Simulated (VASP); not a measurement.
Energy against volume of Cu$_{2}$O (cuprite). Computed with r2SCAN+rVV10, VASP's PBE PAW potentials (set 64) (plane waves; VASP).

```
V (Å³/atom)  E (eV/atom)
-----------  -----------
11.979          -9.40321
12.361          -9.41952
12.744          -9.42489
13.126          -9.42087
13.508          -9.40879
```

**Question.** Fit a third-order Birch-Murnaghan equation of state.

**Answer.** 
| Item | Value |
|---|---|
| volume per atom | 12.76 Å³/atom |
| bulk modulus | 130 GPa |
| pressure derivative of the bulk modulus | 4.10 |
| lattice constant a | 4.246 Å |

Measured: a 4.276 Å at 15 K (computed value off by -0.7 %), as given by Leila H. N. Rimmer et al., Physical Review B (2014), arXiv:1402.1026. The calculation is for a static lattice, while the measured a holds thermal and zero-point effects, which are part of the difference.

The compound is Cu2O in the cuprite structure. It was relaxed first.
